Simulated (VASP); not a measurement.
Crystal: NaTaO2.

```xyz
4
Lattice="1.5572 0.8990 5.6532 -1.5572 0.8990 5.6532 0.0000 -1.7981 5.6532" Properties=species:S:1:pos:R:3 pbc="T T T"
Na    0.0000    0.0000    8.4798
Ta    0.0000    0.0000    0.0000
O     0.0000    0.0000    4.5231
O     0.0000    0.0000   12.4364
```

The cell comes from a database or a generator and needn't be the stable form of this composition.

Base run:

| Property | Result |
| --- | --- |
| Program | VASP 6.6.1 |
| Functional | r2SCAN |
| Potentials or basis | VASP PAW PBE potentials, release 64 (Na_pv, Ta_pv, O) |
| Cutoff | 520 eV |
| k mesh | 7 × 7 × 7 |
| Occupations | gaussian, width 0.05 eV |
| Spin | collinear spin, ferromagnetic start |
| Starting moments | [0.5, 0.0, 0.0, 0.0] μB |
| Fixed moment | 3 μB |
| Hubbard terms | Ta d U = 5 eV |

Its results: pressure 26.5 GPa; net moment 3.00 μB per cell; site moments Na +0.01; Ta +1.72; O +0.32 μB; largest force 2.746 eV/Å.

Question: The run is repeated on the same cell with these changes: fixed moment from 3 μB to none. What comes out?

Answer: Pressure 7.7 GPa; net moment 0.27 μB per cell; site moments Na -0.00; Ta +0.23; O -0.01 μB; largest force 2.595 eV/Å.

Caveats: the PAW data sets were made with another functional, which shifts forces and pressure a little; the moment is held away from its start (some runs); the total moment is fixed, so each spin has its own Fermi level (some runs).
